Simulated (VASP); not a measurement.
Consider the following.

```xyz
2
Lattice="0.0000 2.6234 2.6234 2.6234 0.0000 2.6234 2.6234 2.6234 0.0000" Properties=species:S:1:pos:R:3 pbc="T T T"
Mg     0.0000     0.0000     0.0000
S      2.6234     2.6234     2.6234
```

Computed with optB86b-vdW, VASP's PBE PAW potentials (set 64) (plane waves; VASP 6.6.1). Settings: 520 eV cut-off, 9×9×9 Γ-centred mesh, Gaussian smearing of 0.050 eV, potentials Mg S.

What does the run give for the energy per atom (σ→0), pressure?

| Item | Result |
|---|---|
| energy per atom (σ→0) | -2.920 eV/atom |
| pressure | -2.14 GPa |

Only differences to runs with the same potentials and settings are physical.

The compound is MgS in the rock salt structure. This cell is one point of a volume scan, at 1.03 of the reference volume.
